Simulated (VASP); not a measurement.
# Driving VASP from ASE on Al2Cu (Khatyrkite), part 2 of 4

Do ASE scripts that read Al2Cu (Khatyrkite) from different structure formats give one answer, and do several routes find one equilibrium volume? All runs use r2SCAN. Left out of this account: 1 further run (self-consistent run: a reference on another mesh). The start is a cell from a database of measured crystal structures.

VASP 6.6.1; r2SCAN; plane waves and PAW (Al, Cu).

So far. Step 2 (Total energy, forces and stress (r2SCAN, through ASE)): The pressure is -4.43 GPa and the largest force 0.093 eV/Å, so the cell is not at a minimum at these settings.

## 3. A single point (r2SCAN, through ASE)

System of this step: Al2Cu (Khatyrkite). It takes space group I4/mcm (No. 140, tetragonal). The conventional cell has a = 6.067 Å, b = 6.067 Å, c = 4.877 Å, α = 90.00°, β = 90.00°, γ = 90.00°. Nearest to Al lie 4 Cu at 2.59 Å and 1 Al at 2.71 Å. Nearest to Cu lie 2 Cu at 2.44 Å and 8 Al at 2.59 Å. Farther neighbours are not listed.

The single point through ASE, with the structure read from a CIF with its space group. The file expands to the conventional cell of 12 atoms, on a 3×3×4 mesh.

File run.py:

```python
import numpy as np
from ase.calculators.vasp import Vasp
from ase.io import read
from ase.dft.bandgap import bandgap

atoms = read('Al2Cu.cif')

calc = Vasp(
    xc='r2scan',
    pp='PBE',
    prec='Accurate',
    encut=400,
    ediff=1e-06,
    nelm=100,
    ismear=-1,
    sigma=0.05,
    lreal=False,
    algo='Normal',
    lasph=True,
    nbands=46,
    lorbit=11,
    lwave=False,
    lcharg=False,
    kpar=4,
    isif=2,
    pp_version='64',
    setups={'Al': '', 'Cu': ''},
    kpts=(3, 3, 4),
    gamma=True,
    txt='vasp.out',
)
atoms.calc = calc

print("energy (eV):", round(atoms.get_potential_energy(), 6))
print("Fermi level (eV):", round(calc.get_fermi_level(), 4))
print("forces (eV/A):")
print(np.round(atoms.get_forces(), 4))
print("stress (GPa, Voigt, tension positive):", np.round(atoms.get_stress() * 160.21766, 3))
gap, p1, p2 = bandgap(calc, direct=False)
print("gap on the mesh (eV):", round(gap, 4))
```

File Al2Cu.cif:

```cif
data_Al2Cu
_cell_length_a 6.06700000
_cell_length_b 6.06700000
_cell_length_c 4.87700000
_cell_angle_alpha 90.00000000
_cell_angle_beta 90.00000000
_cell_angle_gamma 90.00000000
_space_group_name_H-M_alt 'I4/mcm'
_space_group_name_Hall '-I 4 2c'
_space_group_IT_number 140
loop_
_space_group_symop_operation_xyz
'x,y,z'
'-x,-y,-z'
'-y,x,z'
'y,-x,-z'
'-x,-y,z'
'x,y,-z'
'y,-x,z'
'-y,x,-z'
'x,-y,-z+1/2'
'-x,y,z+1/2'
'-y,-x,-z+1/2'
'y,x,z+1/2'
'-x,y,-z+1/2'
'x,-y,z+1/2'
'y,x,-z+1/2'
'-y,-x,z+1/2'
'x+1/2,y+1/2,z+1/2'
'-x+1/2,-y+1/2,-z+1/2'
'-y+1/2,x+1/2,z+1/2'
'y+1/2,-x+1/2,-z+1/2'
'-x+1/2,-y+1/2,z+1/2'
'x+1/2,y+1/2,-z+1/2'
'y+1/2,-x+1/2,z+1/2'
'-y+1/2,x+1/2,-z+1/2'
'x+1/2,-y+1/2,-z'
'-x+1/2,y+1/2,z'
'-y+1/2,-x+1/2,-z'
'y+1/2,x+1/2,z'
'-x+1/2,y+1/2,-z'
'x+1/2,-y+1/2,z'
'y+1/2,x+1/2,-z'
'-y+1/2,-x+1/2,z'
loop_
_atom_site_label
_atom_site_type_symbol
_atom_site_symmetry_multiplicity
_atom_site_Wyckoff_symbol
_atom_site_fract_x
_atom_site_fract_y
_atom_site_fract_z
_atom_site_occupancy
Al1 Al 8 h 0.6581000000 0.1581000000 0.0000000000 1
Cu1 Cu 4 a 0.0000000000 0.0000000000 0.7500000000 1
```

PAW data sets: Al and Cu (PBE family, release 64).

Command:

```console
export ASE_VASP_COMMAND="mpirun -np 4 vasp_std"
python run.py
```

The log of the run:

```text
energy (eV): -98.906069
Fermi level (eV): 7.983
forces (eV/A):
[[ 0.0788  0.0788 -0.    ]
 [-0.0788 -0.0788  0.    ]
 [-0.0788  0.0788 -0.    ]
 [ 0.0788 -0.0788  0.    ]
 [ 0.0788 -0.0788 -0.    ]
 [-0.0788  0.0788 -0.    ]
 [-0.0788 -0.0788 -0.    ]
 [ 0.0788  0.0788 -0.    ]
 [ 0.     -0.      0.    ]
 [ 0.     -0.      0.    ]
 [ 0.     -0.      0.    ]
 [ 0.     -0.      0.    ]]
stress (GPa, Voigt, tension positive): [ 3.793  3.793  5.075 -0.    -0.    -0.   ]
gap on the mesh (eV): 0.0
```

It took 31 s on 4 MPI ranks of Intel Xeon 6975P-C (Granite Rapids), shared host; peak memory 0.93 GiB.

The INCAR that ASE wrote:

```
ENCUT = 400.000000
SIGMA = 0.050000
EDIFF = 1.00e-06
ALGO = Normal
METAGGA = R2SCAN
PREC = Accurate
ISIF = 2
ISMEAR = -1
KPAR = 4
LORBIT = 11
NBANDS = 46
NELM = 100
LASPH = .TRUE.
LCHARG = .FALSE.
LWAVE = .FALSE.
LREAL = .FALSE.
```

The KPOINTS that ASE wrote:

```
KPOINTS created by Atomic Simulation Environment
0
Gamma
3 3 4
0 0 0
```

VASP's own log, vasp.out:

```text
[banner, memory and clock lines left out]
running    4 mpi-ranks, on    1 nodes
 distrk:  each k-point on    1 cores,    4 groups
 distr:  one band on    1 cores,    1 groups

 POSCAR found type information on POSCAR AlCu
 POSCAR found :  2 types and      12 ions
 [... a notice as in an earlier step ...]

 LDA part: xc-table for (None), standard interpolation
 POSCAR, INCAR and KPOINTS ok, starting setup
 FFT: planning ... GRIDC
 FFT: planning ... GRID_SOFT
 FFT: planning ... GRID
 WAVECAR not read
 entering main loop
       N       E                     dE             d eps       ncg     rms          rms(c)
DAV:   1     0.370688902523E+03    0.37069E+03   -0.23105E+04   828   0.141E+03
DAV:   2    -0.769697457005E+02   -0.44766E+03   -0.42935E+03   828   0.327E+02
DAV:   3    -0.113380068231E+03   -0.36410E+02   -0.33991E+02   990   0.126E+02
DAV:   4    -0.114852858553E+03   -0.14728E+01   -0.14610E+01  1328   0.268E+01
DAV:   5    -0.114868242167E+03   -0.15384E-01   -0.15377E-01  1296   0.338E+00    0.284E+01
DAV:   6    -0.114463758169E+03    0.40448E+00   -0.22844E+02  1024   0.281E+02    0.240E+01
DAV:   7    -0.994815659915E+02    0.14982E+02   -0.49118E+01  1092   0.117E+02    0.606E+00
DAV:   8    -0.989972685686E+02    0.48430E+00   -0.89056E+00  1304   0.465E+01    0.318E+00
DAV:   9    -0.989407730202E+02    0.56496E-01   -0.64175E-01  1312   0.116E+01    0.199E+00
DAV:  10    -0.990128120985E+02   -0.72039E-01   -0.14711E-01  1232   0.781E+00    0.210E+00
DAV:  11    -0.989318260394E+02    0.80986E-01   -0.29730E-01  1200   0.116E+01    0.447E-01
DAV:  12    -0.989333521178E+02   -0.15261E-02   -0.18658E-02  1056   0.970E-01    0.213E-01
DAV:  13    -0.989333776992E+02   -0.25581E-04   -0.60455E-04  1314   0.262E-01    0.112E-01
DAV:  14    -0.989333653448E+02    0.12354E-04   -0.46013E-04  1204   0.413E-01    0.366E-02
DAV:  15    -0.989333856806E+02   -0.20336E-04   -0.57512E-05  1308   0.117E-01    0.526E-03
DAV:  16    -0.989333873360E+02   -0.16553E-05   -0.33003E-06   826   0.140E-02    0.363E-03
DAV:  17    -0.989333882002E+02   -0.86425E-06   -0.18889E-07   546   0.682E-03
   1 F= -.98933388E+02 E0= -.98906069E+02  d E =-.546377E-01
```

OUTCAR, selected parts (step 3):

```text
  LATTYP: Found a simple tetragonal cell.
 ALAT       =     6.0670000000
 C/A-ratio  =     0.8038569309

 Found      9 irreducible k-points:

   k-points           NKPTS =      9   k-points in BZ     NKDIM =      9   number of bands    NBANDS=     46

   dimension x,y,z NGX =    40 NGY =   40 NGZ =   32
   dimension x,y,z NGXF=    80 NGYF=   80 NGZF=   64

   ENCUT  =  400.0 eV  29.40 Ry    5.42 a.u.   9.89  9.89  7.95*2*pi/ulx,y,z

   NELECT =      68.0000    total number of electrons

 E-fermi :   7.9830

 k-point     1 :       0.0000    0.0000    0.0000
  band No.  band energies     occupation
    ...
     32       6.5721      2.00000
     33       6.5721      2.00000
     34       6.9395      2.00000
     35       7.7254      1.98851
     36       7.8206      1.92530
     37       9.4914      0.00000
     38       9.4914      0.00000
     39       9.6464      0.00000
     40      10.5855      0.00000
     41      10.9518      0.00000
    ...

 k-point     2 :       0.3333    0.0000    0.0000
  band No.  band energies     occupation
    ...
     30       5.8351      2.00000
     31       5.8360      2.00000
     32       7.1769      2.00000
     33       7.4667      1.99993
     34       7.6580      1.99700
     35       8.7644      0.00000
     36       8.9862      0.00000
     37       9.1371      0.00000
     38       9.2015      0.00000
     39       9.5216      0.00000
    ...

  Total       -4.2495513     -4.2495513     -5.6860276      0.0000000      0.0000000      0.0000000
  in kB      -37.9273864    -37.9273864    -50.7479847      0.0000000      0.0000000      0.0000000
  external PRESSURE =     -42.2009192 kB  Pullay stress =       0.0000000 kB

  energy-cutoff  :      400.00
  volume of cell :      179.52
      direct lattice vectors                 reciprocal lattice vectors
     6.067000000  0.000000000  0.000000000     0.164826108  0.000000000  0.000000000
     0.000000000  6.067000000  0.000000000     0.000000000  0.164826108  0.000000000
     0.000000000  0.000000000  4.877000000     0.000000000  0.000000000  0.205044084

 POSITION                                       TOTAL-FORCE (eV/Angst)
 -----------------------------------------------------------------------------------
      3.99269      0.95919      0.00000         0.078806      0.078806     -0.000000
      2.07431      5.10781      0.00000        -0.078806     -0.078806      0.000000
      5.10781      3.99269      0.00000        -0.078806      0.078806     -0.000000
      0.95919      2.07431      0.00000         0.078806     -0.078806      0.000000
      3.99269      5.10781      2.43850         0.078806     -0.078806     -0.000000
      2.07431      0.95919      2.43850        -0.078806      0.078806     -0.000000
      5.10781      2.07431      2.43850        -0.078806     -0.078806     -0.000000
      0.95919      3.99269      2.43850         0.078806      0.078806     -0.000000
      0.00000      0.00000      3.65775         0.000000     -0.000000      0.000000
      0.00000      0.00000      1.21925         0.000000     -0.000000      0.000000
      3.03350      3.03350      1.21925         0.000000     -0.000000      0.000000
      3.03350      3.03350      3.65775         0.000000     -0.000000      0.000000
 -----------------------------------------------------------------------------------
    total drift:                               -0.000000      0.000000     -0.000000

  FREE ENERGIE OF THE ION-ELECTRON SYSTEM (eV)
  ---------------------------------------------------
  free  energy   TOTEN  =       -98.9333882002 eV

  energy  without entropy=      -98.8787505264  energy(sigma->0) =      -98.90606936

 total charge
# of ion       s       p       d       tot
------------------------------------------
    1        0.412   0.348   0.000   0.760
    2        0.412   0.348   0.000   0.760
    3        0.412   0.348   0.000   0.760
    4        0.412   0.348   0.000   0.760
    5        0.412   0.348   0.000   0.760
    6        0.412   0.348   0.000   0.760
    7        0.412   0.348   0.000   0.760
    8        0.412   0.348   0.000   0.760
    9        0.501   0.552   9.128  10.180
   10        0.501   0.552   9.128  10.180
   11        0.501   0.552   9.128  10.180
   12        0.501   0.552   9.128  10.180
--------------------------------------------------
tot          5.300   4.992  36.510  46.802

[... 2 parts as in an earlier step ...]

[... 7 further parts left out ...]
```

The k-mesh is coarse for a metal. At this level the cell is under a tension of 4.2 GPa, so at these settings it is away from equilibrium.

Numbers from this step:

| Property | Result |
| --- | --- |
| electrons | 68 |
| bands | 46 |
| irreducible k-points | 9 |
| free energy (TOTEN) | -98.9334 eV |
| energy at zero smearing | -98.9061 eV |
| Fermi energy | 7.983 eV |
| pressure | -4.220 GPa |

Force by atom:

```csv
atom,x (eV/Å),y (eV/Å),z (eV/Å),size
Al1,0.079,0.079,0.000,0.111
Al2,-0.079,-0.079,0.000,0.111
Al3,-0.079,0.079,0.000,0.111
Al4,0.079,-0.079,0.000,0.111
Al5,0.079,-0.079,0.000,0.111
Al6,-0.079,0.079,0.000,0.111
Al7,-0.079,-0.079,0.000,0.111
Al8,0.079,0.079,0.000,0.111
Cu9,0.000,0.000,0.000,0.000
Cu10,0.000,0.000,0.000,0.000
Cu11,0.000,0.000,0.000,0.000
Cu12,0.000,0.000,0.000,0.000
```

The energy lies +3.34 meV an atom from the first script, since this cell and mesh sample the zone at other points.

[end of part 2 of 4]

[Lines on the potential files, build, host, timing and source positions are cut from VASP's logs without a mark.]

[Logs are printed without paths, hosts, clocks, repeated set-up lines and the standing remarks that a program may print on its own settings, such as how far it seeks lower states.]

[Hosts, paths, dates, database ids (printed as entryN), source tags and the programs' standing remarks are cut or masked in the printed files.]

[A measured line is paired with the nearest computed mode of its activity, which favours agreement.]
